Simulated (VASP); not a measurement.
Consider the following.

```
Te
1.0
    2.23717    -3.87488     0.00000
    2.23717     3.87488     0.00000
    0.00000     0.00000     6.02760
Te
3
Cartesian
  0.59177   1.02498   4.01840
  3.29078   0.00000   0.00000
  0.59177  -1.02498   2.00920
```

The numbers are results of TPSS meta-GGA, VASP's PBE PAW potentials (set 64) (plane waves; VASP), not measurements. Numerical set-up: 520 eV cut-off, 5×5×4 Γ-centred mesh, Gaussian smearing of 0.050 eV, potentials Te.

Q: Estimate the energy per atom (σ→0).

A: 
```yaml
energy per atom (σ→0): -11.086 eV/atom
```

The compound is Te in the trig structure. It was relaxed first. The start is the result of an earlier pass.
